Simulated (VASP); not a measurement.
Write the native input for VASP 6.6.1 that does the following.

```yaml
Task: single point
Functional: LDA
Potentials_or_basis: VASP PAW LDA potentials, release 64 (Mg, In_d, N)
Cutoff: 520 eV
k_mesh: 6 × 6 × 6
Occupations: gaussian, width 0.1 eV
Spin: no spin polarisation
Dipole_correction: no
Further_INCAR_settings: ALGO = Fast; EDIFF = 1e-07; NBANDS = 27
```

The structure of MgIn2N2 lies in POSCAR:

```
MgIn2N2
1.0
    1.6701479908      0.9642603921      7.7724938132
   -1.6701479908      0.9642603921      7.7724938132
    0.0000000000     -1.9285207842      7.7724938132
Mg In N
1 2 2
Direct
    0.0000000000      0.0000000000      0.0000000000
    0.4390066700      0.4390066700      0.4390066700
    0.5609933300      0.5609933300      0.5609933300
    0.2772766700      0.2772766700      0.2772766700
    0.7227233300      0.7227233300      0.7227233300
```

The cell comes from a database or a generator and needn't be the stable form of this composition.

One way to write it, as run:

INCAR

```
SYSTEM = MgIn2N2
PREC     = Accurate       ! precision mode
ENCUT    = 520            ! plane-wave cutoff, eV
EDIFF    = 1E-7           ! SCF threshold, eV
ISMEAR   = 0              ! smearing method
SIGMA    = 0.1            ! smearing width, eV
LREAL    = .FALSE.        ! projectors in reciprocal space
LASPH    = .TRUE.         ! aspherical terms in the spheres
NELM     = 80             ! most SCF steps
ALGO     = Fast           ! electronic algorithm
ISIF     = 2              ! what is computed and relaxed
LWAVE    = .FALSE.        ! write WAVECAR
LCHARG   = .TRUE.         ! write CHGCAR
LELF     = .TRUE.         ! ELF
LVHAR    = .TRUE.       
NBANDS   = 27             ! bands
```

KPOINTS

```
Automatic mesh
0
G
  6 6 6
  0 0 0
```

Potentials or basis: VASP PAW LDA potentials, release 64 (Mg, In_d, N).

Launch:

```bash
$ cat potpaw_LDA.64/Mg/POTCAR potpaw_LDA.64/In_d/POTCAR potpaw_LDA.64/N/POTCAR > POTCAR
$ mpirun -np 1 vasp_std > vasp.out
```

Results of the run:

```json
{
  "Pressure": "-8.2 GPa",
  "Largest force": "0.308 eV/Å",
  "Band gap on the k mesh": "0.12 eV, direct"
}
```

Caveat: spin-orbit coupling is left out, which moves the levels of the heavy elements.

Wall time 4.1 min on 1 thread of Intel(R) Xeon(R) Platinum 8488C (Sapphire Rapids), with other jobs on the host, peak memory 0.39 GiB.
